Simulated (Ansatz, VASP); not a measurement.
# KZnF3 in two plane-wave programs

One calculation is typed for both programs; each brings its own data sets and cutoff. How far apart do they land? The cell is taken from a series of VASP runs on this material, whose earlier steps may have relaxed, scaled or displaced it; both programs get it as it stands.

Calculated with Ansatz 0.2.0; plane waves, with VASP 6.6.1 beside it; band structure at r2SCAN.

### Step 1. The structure

Symmetry: Pm-3m, No. 221, cubic system. Conventional cell: a = 4.123 Å, b = 4.123 Å, c = 4.123 Å, α = 90.00°, β = 90.00°, γ = 90.00°. Nearest to Zn lie 6 F at 2.06 Å. Nearest to K lie 12 F at 2.92 Å. Nearest to F lie 2 Zn at 2.06 Å and 4 K at 2.92 Å. Farther neighbours and most contacts between anions are not listed.

### Step 2. Ansatz: band structure, r2SCAN

Ansatz runs on its default PAW (the set named soft_2) files.

Levels along a path test the potential and the projectors away from the mesh points.

input.yaml

```yaml
crystal:
  lattice:
    - [4.1227077738, 0.0, 0.0]
    - [0.0, 4.1227077738, 0.0]
    - [0.0, 0.0, 4.1227077738]
  atoms:
    - { symbol: Zn, position: [0.5, 0.5, 0.5] }
    - { symbol: K, position: [0.0, 0.0, 0.0] }
    - { symbol: F, position: [0.5, 0.0, 0.5] }
    - { symbol: F, position: [0.0, 0.5, 0.5] }
    - { symbol: F, position: [0.5, 0.5, 0.0] }
hamiltonian:
  xc: r2scan
  pseudopotentials: { kind: paw }
kpoints:
  mp_grid: { grid: [5, 5, 5] }
  band_path:
    path:
      - [0.0, 0.0, 0.0]
      - [0.0, 0.1, 0.0]
      - [0.0, 0.2, 0.0]
      - [0.0, 0.3, 0.0]
      - [0.0, 0.43333, 0.0]
      - [0.0, 0.5, 0.0]
      - [0.1, 0.5, 0.0]
      - [0.2, 0.5, 0.0]
      - [0.33333, 0.5, 0.0]
      - [0.43333, 0.5, 0.0]
      - [0.5, 0.5, 0.0]
      - [0.36667, 0.36667, 0.0]
      - [0.26667, 0.26667, 0.0]
      - [0.16667, 0.16667, 0.0]
      - [0.06667, 0.06667, 0.0]
      - [0.03333, 0.03333, 0.03333]
      - [0.13333, 0.13333, 0.13333]
      - [0.23333, 0.23333, 0.23333]
      - [0.33333, 0.33333, 0.33333]
      - [0.46667, 0.46667, 0.46667]
      - [0.5, 0.5, 0.5]
      - [0.46667, 0.5, 0.46667]
      - [0.36667, 0.5, 0.36667]
      - [0.23333, 0.5, 0.23333]
      - [0.13333, 0.5, 0.13333]
      - [0.03333, 0.5, 0.03333]
      - [0.5, 0.5, 0.03333]
      - [0.5, 0.5, 0.16667]
      - [0.5, 0.5, 0.26667]
      - [0.5, 0.5, 0.36667]
      - [0.5, 0.5, 0.5]
    npoints: 1
scf:
  occupations: { method: fermi_dirac, width: 0.05 }
  n_extra_bands: 8
output:
  forces: true
  stress: true
  eigenvalues: true
  write_density: true
  write_potential: true
  elf: true
  volumetric_format: npy
```

Run with:

```sh
$ ansatz run input.yaml --threads 2 --pin off --max-ram 4608MiB --backend cpu --events-out ev --progress --plain --runs-dir out
```

Numbers of over 12 decimals in the logs are rounded to 6 here.

Log:

```text
scf.n_extra_bands = 8 over 21 filled bands (N_el = 42.0): the run solves 29 bands
Engine: ansatz 0.2.0, x86_64-unknown-linux-gnu
Pseudopotentials: kind: paw
Pseudopotential: Zn, paw, valence charge 12, recommended cutoff 500 eV (meta_gga), Zn.paw.azcp
Pseudopotential: K, paw, valence charge 9, recommended cutoff 500 eV (meta_gga), K.paw.azcp
Pseudopotential: F, paw, valence charge 7, recommended cutoff 500 eV (meta_gga), F.paw.azcp
Functional definition: r2SCAN
  parameter k0 = 0.174
  parameter k1 = 0.065
  parameter a1 = 4.9479
  exchange = r2scan_x(k0 = k0, k1 = k1, a1 = a1)
  correlation = r2scan_c
Crystal: 5 atoms, lattice volume = 70.073 Å³
Basis set: ecut = 500 eV, 1791 PW (Γ), exchange–correlation on 128×128×128 points (64 copies of the dense FFT grid, shifted against one another)
Bands: 29, of which v1, the nominal top of the filled ones, is band 21 counted from 1 (20 counted from 0)
Symmetry: 48 space group operations
Space group: Pm-3m (ITA 221), of the structure as read, at distance tolerance 4.1e-5 Å
k-points: 10 of 125
Non-local potential: Zn, projectors of the file, l = 0: 2, l = 1: 2, l = 2: 3, l = 3: 1
Non-local potential: K, projectors of the file, l = 0: 3, l = 1: 2, l = 2: 2
Non-local potential: F, projectors of the file, l = 0: 2, l = 1: 2, l = 2: 1
PAW form: soft (Blöchl's): semilocal exchange-correlation on the pseudo side does not see the compensation charge
PAW frozen core: Zn, regenerated for the run's functional (the file was generated under x = pbe(κ = 0.804, μ = 0.219515), c = pbe(β = 0.066725))
PAW frozen core: K, regenerated for the run's functional (the file was generated under x = pbe(κ = 0.804, μ = 0.219515), c = pbe(β = 0.066725))
PAW frozen core: F, regenerated for the run's functional (the file was generated under x = pbe(κ = 0.804, μ = 0.219515), c = pbe(β = 0.066725))
PAW one-centre angular grid: Zn, 590 points (default); XC on 261 of its mesh's 2673 points in the sphere
PAW one-centre angular grid: K, 302 points (default); XC on 160 Gauss nodes
PAW one-centre angular grid: F, 302 points (default); XC on 160 Gauss nodes
Initial density: superposition of atomic densities (neutral atoms: chi_scale 0, normalization atom), corrected by the library's trained network
Initial wavefunctions: pseudopotential atomic-orbital guess
Functional: x = r2scan, c = r2scan; τ floored in thin density (d = 2e-4 eV/Å³)
SCF iter   1: F=—  HF=-7302.798427 eV  |F-HF|=—  |Δ(HF+E_count)|=         —  Δρ=1.25e-2  dr2=6.31e-2  dr2_τ=7.79e-2  ethr=1.77e-3  ⟨swp⟩=6.1  Hψ=1466  notcnv=0  defer=2
preconditioner: auto → Resta (q_TF=auto, 2.505 Å⁻¹)  ε∞=3.2  [insulator: Δε(μ)=4.881 eV  Ē_g=19.204 eV  σ=0.050 eV  W_gap=1.00  n_scr=18 (ndim 8)  ℏωp=28.7 eV  f_vac=0.063  D(μ)=0.00/eV (n_scr^D=0)  ε∞_Penn≈3.2]
SCF iter   2: F=—  HF=-7302.844706 eV  |F-HF|=—  |Δ(HF+E_count)|=   4.63e-2  Δρ=3.83e-3  dr2=5.38e-3  dr2_τ=9.35e-4  ethr=1.50e-4  ⟨swp⟩=2.0  Hψ=625  notcnv=0  defer=16
SCF iter   3: F=—  HF=-7302.843883 eV  |F-HF|=—  |Δ(HF+E_count)|=   8.23e-4  Δρ=2.71e-3  dr2=2.24e-3  dr2_τ=1.69e-4  ethr=1.28e-5  ⟨swp⟩=2.0  Hψ=400  notcnv=0  defer=16
SCF iter   4: F=—  HF=-7302.843390 eV  |F-HF|=—  |Δ(HF+E_count)|=   4.92e-4  Δρ=4.56e-4  dr2=1.49e-4  dr2_τ=2.02e-5  ethr=5.34e-6  ⟨swp⟩=2.3  Hψ=409  notcnv=0  defer=16
SCF iter   5: F=—  HF=-7302.843347 eV  |F-HF|=—  |Δ(HF+E_count)|=   4.33e-5  Δρ=1.72e-4  dr2=1.09e-5  dr2_τ=2.01e-6  ethr=3.54e-7  ⟨swp⟩=2.0  Hψ=444  notcnv=0  defer=16
SCF iter   6: F=—  HF=-7302.843353 eV  |F-HF|=—  |Δ(HF+E_count)|=   5.92e-6  Δρ=3.26e-5  dr2=7.98e-7  dr2_τ=1.04e-7  ethr=2.60e-8  ⟨swp⟩=2.1  Hψ=456  notcnv=0  defer=16
SCF iter   7: F=-7302.843353 eV  HF=-7302.843353 eV  |F-HF|=1.71e-8  |Δ(HF+E_count)|=   1.14e-7  Δρ=4.90e-6  dr2=7.15e-9  dr2_τ=1.32e-9  ethr=2.38e-10  ⟨swp⟩=12.1  Hψ=2105  notcnv=0
SCF 1 converged in 7 iterations: F = -7302.843353 eV  dr2 = 7.15e-9
  greatest PAW one-centre occupation: 0.994 electrons in one spin orbital (limit 2), on the Zn atom at site 0 (counted from 0), in its partial waves of l = 2
NSCF: frozen V_eff on 31 k-points
SCF converged after 7 iterations
Free energy (F): -7302.843353 eV
Harris-Foulkes:  -7302.843353 eV  (|F-HF|=1.71e-8)
Internal energy: -7302.843353 eV  (E = F + TS)
E sigma→0 (E₀):  -7302.843353 eV
Fermi energy:    5.181841 eV
--- Per-component energies (eV) ---
  E_band       = -204.580567
  E_kinetic    = 1007.945402
  E_local      = -4145.320807  (includes V_loc(G=0)·N_el)
  E_nonlocal   = 859.318952
  E_hartree    = 1640.084090
  E_xc         = -494.227649
  E_vxc        = -586.587536  (∫ρ·V_xc dr)
  E_paw        = -3256.340166  (= ΣΔE_a)
  E_vpaw       = -659.669173  (= ΣTr[D̂ρ^β])
  E_aug_tail   = 0.003286  (compensation charges beyond the density's cutoff)
  E_vtau       = 39.560877  (kinetic-family band-sum trace: ∫τ·v_τ [+ j·A + Jᵃ·Aᵃ] dr)
  E_ewald      = -2913.833484
  E_core_change = -0.472978  (= ΣΔE_core)
  E_smearing   = -0.000000  (= −TS)
  E_closure    = -0.000000  (closes the sum)
  Σ components = -7302.843353   (vs F -7302.843353, Δ=0.00e0)
--- Forces (eV/Å), atoms counted from 1 ---
  atom   1  Zn     0.00000000    -0.00000000    -0.00000000
  atom   2  K     -0.00000000     0.00000000     0.00000000
  atom   3  F      0.00000000    -0.00000000    -0.00000000
  atom   4  F      0.00000000     0.00000000    -0.00000000
  atom   5  F      0.00000000    -0.00000000     0.00000000
  max |Σ_I F_I| component: 1.10e-28 eV/Å
--- Stress (GPa, compression-positive) ---
       -4.166253       0.000000      -0.000000
        0.000000      -4.166253       0.000000
        0.000000       0.000000      -4.166253
  P = ⅓ Tr σ = -4.1663 GPa (-41.663 kbar)
--- Band table (eV; the first three rows and the last of 10) ---
  k-point 0: bands = [... 17 lower, 1.1041, 1.2970, 1.2970, 1.2970, 7.4288, 12.5070, 12.5070, 13.1156, ... 4 higher]
  k-point 1: bands = [... 17 lower, 1.1364, 1.2725, 1.3088, 1.3088, 8.1426, 12.6857, 12.8019, 13.5345, ... 4 higher]
  k-point 2: bands = [... 17 lower, 1.1480, 1.3625, 1.3625, 1.4175, 9.6611, 12.2106, 13.3154, 14.8636, ... 4 higher]
  k-point 9: bands = [... 17 lower, 1.5282, 1.5872, 2.7269, 2.7269, 11.7942, 12.6138, 12.6138, 14.1626, ... 4 higher]
```

The job ended after 2.5 s (2 threads of Intel Xeon Platinum 8375C at 2.90GHz (Ice Lake), shared host; peak memory 0.54 GiB; 4.6 s of CPU time).

Reading the cycles: dr2 is the Hartree energy of the density residual (eV), the measure of convergence; HF is the Harris–Foulkes estimate of the energy, which meets the free energy F at convergence.

### Step 3. VASP: band structure, r2SCAN

The same cell, functional, mesh and smearing now go to VASP, with its own data sets and cutoff.

Lines of VASP's logs that name or quote its potential files are left out, and so is its time.

INCAR

```
SYSTEM = KZnF3
PREC = Accurate
ENCUT = 520
EDIFF = 1E-06
NELM = 100
ISMEAR = -1
SIGMA = 0.05
LREAL = .FALSE.
ALGO = Normal
METAGGA = R2SCAN
LASPH = .TRUE.
NBANDS = 36
LORBIT = 11
LWAVE = .FALSE.
LCHARG = .FALSE.
KPAR = 2
```

POSCAR

```
KZnF3
1.0
    4.1227077738      0.0000000000      0.0000000000
    0.0000000000      4.1227077738      0.0000000000
    0.0000000000      0.0000000000      4.1227077738
Zn K F
1 1 3
Direct
    0.5000000000      0.5000000000      0.5000000000
    0.0000000000      0.0000000000      0.0000000000
    0.5000000000      0.0000000000      0.5000000000
    0.0000000000      0.5000000000      0.5000000000
    0.5000000000      0.5000000000      0.0000000000
```

KPOINTS

```
Automatic mesh
0
Gamma
5 5 5
0 0 0
```

KPOINTS_OPT

```
Line mode
16
Line-mode
Reciprocal
  0.00000000   0.00000000   0.00000000 GAMMA
  0.00000000   0.50000000   0.00000000 X

  0.00000000   0.50000000   0.00000000 X
  0.50000000   0.50000000   0.00000000 M

  0.50000000   0.50000000   0.00000000 M
  0.00000000   0.00000000   0.00000000 GAMMA

  0.00000000   0.00000000   0.00000000 GAMMA
  0.50000000   0.50000000   0.50000000 R

  0.50000000   0.50000000   0.50000000 R
  0.00000000   0.50000000   0.00000000 X

  0.50000000   0.50000000   0.00000000 M
  0.50000000   0.50000000   0.50000000 R
```

The projector-augmented-wave data sets are Zn, K_sv and F (PBE family, release 64).

Run with:

```sh
$ mpirun -np 2 vasp_std
```

Log:

```text
[banner, memory and clock lines left out]
running    2 mpi-ranks, on    1 nodes
 distrk:  each k-point on    1 cores,    2 groups
 distr:  one band on    1 cores,    1 groups

 POSCAR found type information on POSCAR ZnK F
 POSCAR found :  3 types and       5 ions
|                                                                             |
|               ----> ADVICE to this user running VASP <----                  |
|                                                                             |
|     You enforced a specific xc type in the INCAR file but a different       |
|     [... a line on the potential file left out ...]
|     I HOPE YOU KNOW WHAT YOU ARE DOING!                                     |
|                                                                             |

 LDA part: xc-table for (None), standard interpolation
 POSCAR, INCAR and KPOINTS ok, starting setup
 FFT: planning ... GRIDC
 FFT: planning ... GRID_SOFT
 FFT: planning ... GRID
 WAVECAR not read
 entering main loop
       N       E                     dE             d eps       ncg     rms          rms(c)
DAV:   1     0.393046258038E+03    0.39305E+03   -0.21363E+04   728   0.141E+03
DAV:   2    -0.882429018517E+01   -0.40187E+03   -0.36896E+03   732   0.388E+02
DAV:   3    -0.498763446962E+02   -0.41052E+02   -0.40423E+02   844   0.123E+02
DAV:   4    -0.510159509859E+02   -0.11396E+01   -0.11344E+01  1016   0.191E+01
DAV:   5    -0.510293085718E+02   -0.13358E-01   -0.13344E-01   904   0.182E+00    0.101E+01
DAV:   6    -0.382514645347E+02    0.12778E+02   -0.27742E+00   896   0.294E+01    0.686E+00
DAV:   7    -0.382995422501E+02   -0.48078E-01   -0.23267E+00   820   0.886E+00    0.381E+00
DAV:   8    -0.383199952566E+02   -0.20453E-01   -0.33613E-01   928   0.814E+00    0.146E+00
DAV:   9    -0.383093230347E+02    0.10672E-01   -0.59104E-02   960   0.454E+00    0.175E-01
DAV:  10    -0.383119417007E+02   -0.26187E-02   -0.17797E-02   952   0.169E+00    0.215E-01
DAV:  11    -0.383118554474E+02    0.86253E-04   -0.31499E-03   884   0.558E-01    0.959E-02
DAV:  12    -0.383120334827E+02   -0.17804E-03   -0.33678E-04   780   0.154E-01    0.372E-02
DAV:  13    -0.383120250569E+02    0.84258E-05   -0.67237E-05   972   0.258E-01    0.985E-03
DAV:  14    -0.383120211957E+02    0.38612E-05   -0.39524E-05   812   0.352E-02    0.998E-03
DAV:  15    -0.383120175491E+02    0.36466E-05   -0.40261E-07   464   0.495E-03    0.748E-03
DAV:  16    -0.383120075457E+02    0.10003E-04   -0.24299E-06   644   0.156E-02    0.148E-03
DAV:  17    -0.383120073866E+02    0.15911E-06   -0.43900E-07   384   0.571E-03
   1 F= -.38312007E+02 E0= -.38312007E+02  d E =-.747406E-10
 Start KPOINTS_OPT (optional k-point list driver)
k-point batch [1-10\96]
       N       E                     dE             ncg
DAV:   1     0.474314907538E+03   -0.20532E+04      720
DAV:   2    -0.359195331214E+04   -0.40663E+04      744
DAV:   3    -0.402146045658E+04   -0.42951E+03      876
DAV:   4    -0.403286908422E+04   -0.11409E+02      920
DAV:   5    -0.403307820150E+04   -0.20912E+00      928
DAV:   6    -0.403308791528E+04   -0.97138E-02     1036
DAV:   7    -0.403308797714E+04   -0.61861E-04      924
DAV:   8    -0.403308797780E+04   -0.65681E-06      724
[...]
k-point batch [91-96\96]
       N       E                     dE             ncg
DAV:   1     0.589886559900E+04   -0.91604E+04      432
DAV:   2     0.345227968517E+04   -0.24466E+04      448
DAV:   3     0.319116143766E+04   -0.26112E+03      500
DAV:   4     0.318412965781E+04   -0.70318E+01      568
DAV:   5     0.318399158799E+04   -0.13807E+00      496
DAV:   6     0.318398363777E+04   -0.79502E-02      596
DAV:   7     0.318398358654E+04   -0.51222E-04      492
DAV:   8     0.318398358435E+04   -0.21936E-05      404
DAV:   9     0.318398358419E+04   -0.16365E-06      276
```

From OUTCAR (step 3):

```text
ion  position               nearest neighbor table
   1  0.500  0.500  0.500-   3 2.06   4 2.06   5 2.06   5 2.06   3 2.06   4 2.06
   2  0.000  0.000  0.000-
   3  0.500  0.000  0.500-   1 2.06   1 2.06
   4  0.000  0.500  0.500-   1 2.06   1 2.06
   5  0.500  0.500  0.000-   1 2.06   1 2.06

  LATTYP: Found a simple cubic cell.
 ALAT       =     4.1227077738

 Subroutine GETGRP returns: Found 48 space group operations
 (whereof 48 operations were pure point group operations)

The static configuration has the point symmetry O_h .

 Found     10 irreducible k-points:

   k-points           NKPTS =     10   k-points in BZ     NKDIM =     10   number of bands    NBANDS=     36

   dimension x,y,z NGX =    32 NGY =   32 NGZ =   32
   dimension x,y,z NGXF=    64 NGYF=   64 NGZF=   64

   ENCUT  =  520.0 eV  38.22 Ry    6.18 a.u.   7.67  7.67  7.67*2*pi/ulx,y,z

   NELECT =      42.0000    total number of electrons

 k-points in reciprocal lattice and weights: Automatic mesh
   0.00000000  0.00000000  0.00000000       0.008
   0.20000000  0.00000000  0.00000000       0.048
   0.40000000  0.00000000  0.00000000       0.048
   0.20000000  0.20000000  0.00000000       0.096
   0.40000000  0.20000000  0.00000000       0.192
   0.40000000  0.40000000  0.00000000       0.096
   0.20000000  0.20000000  0.20000000       0.064
   0.40000000  0.20000000  0.20000000       0.192
   0.40000000  0.40000000  0.20000000       0.192
   0.40000000  0.40000000  0.40000000       0.064

 average (electrostatic) potential at core
       1 -42.8320       2 -39.1607       3 -82.8976       4 -82.8976       5 -82.8976

 E-fermi :  -0.8185

 k-point     1 :       0.0000    0.0000    0.0000
  band No.  band energies     occupation
    ...
     17      -3.6387      2.00000
     18      -3.6387      2.00000
     19      -3.4462      2.00000
     20      -3.4462      2.00000
     21      -3.4462      2.00000
     22       2.6585      0.00000
     23       7.7434      0.00000
     24       7.7434      0.00000
     25       8.3460      0.00000
     26      10.1541      0.00000
    ...

 k-point     2 :       0.2000    0.0000    0.0000
  band No.  band energies     occupation
    ...
     17      -3.6040      2.00000
     18      -3.6040      2.00000
     19      -3.4593      2.00000
     20      -3.4306      2.00000
     21      -3.4306      2.00000
     22       3.3735      0.00000
     23       7.9253      0.00000
     24       8.0414      0.00000
     25       8.7712      0.00000
     26      10.1487      0.00000
    ...

 k-point     3 :       0.4000    0.0000    0.0000
  band No.  band energies     occupation
    ...
     17      -3.5940      2.00000
     18      -3.5940      2.00000
     19      -3.3677      2.00000
     20      -3.3677      2.00000
     21      -3.3007      2.00000
     22       4.8933      0.00000
     23       7.4563      0.00000
     24       8.5617      0.00000
     25      10.1360      0.00000
     26      10.1360      0.00000
    ...

  Total       -1.7845500     -1.7845500     -1.7845500      0.0000000      0.0000000     -0.0000000
  in kB      -40.8029588    -40.8029588    -40.8029588      0.0000000      0.0000000     -0.0000000
  external PRESSURE =     -40.8029588 kB  Pullay stress =       0.0000000 kB

  energy-cutoff  :      520.00
  volume of cell :       70.07
      direct lattice vectors                 reciprocal lattice vectors
     4.122707774  0.000000000  0.000000000     0.242559030  0.000000000  0.000000000
     0.000000000  4.122707774  0.000000000     0.000000000  0.242559030  0.000000000
     0.000000000  0.000000000  4.122707774     0.000000000  0.000000000  0.242559030

 POSITION                                       TOTAL-FORCE (eV/Angst)
 -----------------------------------------------------------------------------------
      2.06135      2.06135      2.06135         0.000000      0.000000      0.000000
      0.00000      0.00000      0.00000         0.000000      0.000000      0.000000
      2.06135      0.00000      2.06135         0.000000      0.000000      0.000000
      0.00000      2.06135      2.06135         0.000000      0.000000      0.000000
      2.06135      2.06135      0.00000         0.000000      0.000000      0.000000
 -----------------------------------------------------------------------------------
    total drift:                                0.000000     -0.000000     -0.000000

  FREE ENERGIE OF THE ION-ELECTRON SYSTEM (eV)
  ---------------------------------------------------
  free  energy   TOTEN  =       -38.3120073866 eV

  energy  without entropy=      -38.3120073865  energy(sigma->0) =      -38.31200739

 total charge
# of ion       s       p       d       tot
------------------------------------------
    1        0.304   0.323   9.946  10.573
    2        1.955   5.678   0.018   7.651
    3        1.736   4.381   0.000   6.117
    4        1.736   4.381   0.000   6.117
    5        1.736   4.381   0.000   6.117
--------------------------------------------------
tot          7.466  19.144   9.964  36.574

[... 3 further parts left out ...]
```

At this level the cell is under a tension of 4.1 GPa, so at these settings it is away from equilibrium.

### Step 4. Side by side

Known differences besides the potentials themselves: VASP keeps PBE cores, Ansatz makes them for the functional; the cutoff is 500 eV in Ansatz and 520 eV in VASP. Total energies have different zeros and are not compared.

Compared:

| quantity | Ansatz | VASP | difference |
| --- | --- | --- | --- |
| pressure (GPa) | -4.17 | -4.08 | -0.09 |
| pressure without Ansatz's Pulay correction (GPa) | -4.28 | -4.08 | -0.20 |
| gap over the path points (eV) | 4.487 | 4.440 | +0.048 |

Levels at points of the path, from each program's valence-band top (eV; 4 filled, then empty):

| k (reciprocal lattice) | Ansatz | VASP |
| --- | --- | --- |
| 0.000 0.000 0.000 | -1.84 -1.64 -1.64 -1.64 4.49 9.57 9.57 | -1.86 -1.67 -1.67 -1.67 4.44 9.53 9.53 |
| 0.000 0.100 0.000 | -1.83 -1.66 -1.64 -1.64 4.68 9.65 9.65 | -1.84 -1.68 -1.66 -1.66 4.63 9.61 9.61 |
| 0.000 0.200 0.000 | -1.80 -1.67 -1.63 -1.63 5.20 9.74 9.86 | -1.82 -1.68 -1.65 -1.65 5.16 9.71 9.82 |
| 0.000 0.300 0.000 | -1.79 -1.61 -1.61 -1.61 5.95 9.62 10.14 | -1.81 -1.62 -1.62 -1.61 5.90 9.59 10.10 |
| 0.000 0.433 0.000 | -1.79 -1.57 -1.57 -1.50 6.93 9.14 10.43 | -1.81 -1.58 -1.58 -1.50 6.88 9.11 10.39 |
| 0.000 0.500 0.000 | -1.79 -1.57 -1.57 -1.49 7.12 9.01 10.47 | -1.81 -1.57 -1.57 -1.48 7.08 8.98 10.44 |
| 0.100 0.500 0.000 | -1.78 -1.57 -1.56 -1.25 7.22 9.11 10.55 | -1.80 -1.58 -1.57 -1.25 7.18 9.08 10.52 |
| 0.200 0.500 0.000 | -1.74 -1.59 -1.52 -0.81 7.51 9.41 10.79 | -1.75 -1.60 -1.53 -0.81 7.46 9.38 10.76 |
| 0.333 0.500 0.000 | -1.68 -1.63 -1.40 -0.28 8.11 10.01 11.14 | -1.69 -1.63 -1.43 -0.28 8.06 9.99 11.12 |
| 0.433 0.500 0.000 | -1.65 -1.64 -1.33 -0.05 8.53 10.54 10.93 | -1.66 -1.65 -1.35 -0.05 8.49 10.51 10.89 |

Among the levels compared at these points, filled levels agree within 22 meV and empty ones within 48 meV. Ansatz's pressure holds a Pulay correction of 0.12 GPa; VASP's holds none.

### Step 5. Summary of results

```yaml
difference_in_gap_over_the_path_points_band_structure_r2scan: 0.048 eV
```

**Reading.** The difference in gap over the path points is 0.048 eV (band structure, r2SCAN), within the 0.08 eV picked in this series as the mark of a large difference. Such differences can come from data sets, numerical settings and the points named under the comparisons, not from the functional's error against experiment.

[Lines on the potential files, build, host, timing and source positions are cut from VASP's logs without a mark.]

[Logs are printed without paths, hosts, clocks, repeated set-up lines and the standing remarks that a program may print on its own settings, such as how far it seeks lower states.]

[Hosts, paths, dates, database ids (printed as entryN), source tags and the programs' standing remarks are cut or masked in the printed files.]
